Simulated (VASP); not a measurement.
Here is the system:

```yaml
crystal:
  lattice:
    - [0.00000, 3.32023, 3.32023]
    - [3.32023, 0.00000, 3.32023]
    - [3.32023, 3.32023, 0.00000]
  atoms:
    - { symbol: K, position: [0.00000, 0.00000, 0.00000] }
    - { symbol: Br, position: [0.50000, 0.50000, 0.50000] }
```

Computed with SCAN meta-GGA, VASP's PBE PAW potentials (set 64) (plane waves; VASP). Numerical set-up: 520 eV cut-off, 7×7×7 Γ-centred mesh, Gaussian smearing of 0.050 eV, potentials K_sv Br.

Task: The job: KBr (rock salt), 2 atoms, SCAN, static run, 520 eV, 7×7×7 Γ-centred mesh. Roughly how much core time does it take on a busy server core?

Result: About 40 core-seconds (one run on a shared machine, a rough figure). It had 20 irreducible k-points, 12 bands, up to 1992 plane waves and 19 electronic steps.

The compound is KBr in the rock salt structure. This cell is one point of a volume scan, at 1.03 of the reference volume.
